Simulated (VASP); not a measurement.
Input:

```xyz
2
Lattice="0.0000 2.5667 2.5667 2.5667 0.0000 2.5667 2.5667 2.5667 0.0000" Properties=species:S:1:pos:R:3 pbc="T T T"
Mg     0.0000     0.0000     0.0000
S      2.5667     2.5667     2.5667
```

Computed with AM05 GGA, VASP's PBE PAW potentials (set 64) (plane waves; VASP). Run with 520 eV cut-off, 9×9×9 Γ-centred mesh, Gaussian smearing of 0.050 eV, potentials Mg S.

Q: Predict the energy per atom (σ→0), pressure.

A: 
- energy per atom (σ→0): -4.323 eV/atom
- pressure: 2.50 GPa

Total energies compare only between runs with the same potentials, cut-off and functional.

The compound is MgS in the rock salt structure. This cell is one point of a volume scan, at 0.97 of the reference volume.
